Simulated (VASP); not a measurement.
Consider the following.

```
CELL_PARAMETERS angstrom
      0.00000     2.02696     2.02696
      2.02696     0.00000     2.02696
      2.02696     2.02696     0.00000
ATOMIC_POSITIONS crystal
  Ag 0.00000 0.00000 0.00000
```

Level of theory: revTPSS meta-GGA, VASP's PBE PAW potentials (set 64) (plane waves; VASP). Numerical set-up: 520 eV cut-off, 15×15×15 Γ-centred mesh, first-order Methfessel-Paxton smearing of 0.10 eV, potentials Ag.

Question: Estimate the energy per atom (σ→0), band gap (on the k-mesh) with the smallest direct gap where there is one.

Answer: 
```
Property                                                     Value
------------------------  ----------------------------------------
band gap (on the k-mesh)  none (metal, semimetal or under 0.01 eV)
energy per atom (σ→0)                           1246.1 kJ/mol-atom
```

The absolute energy has meaning only against runs of the same code, potentials and settings.

The compound is Ag in the fcc structure. It was relaxed first.
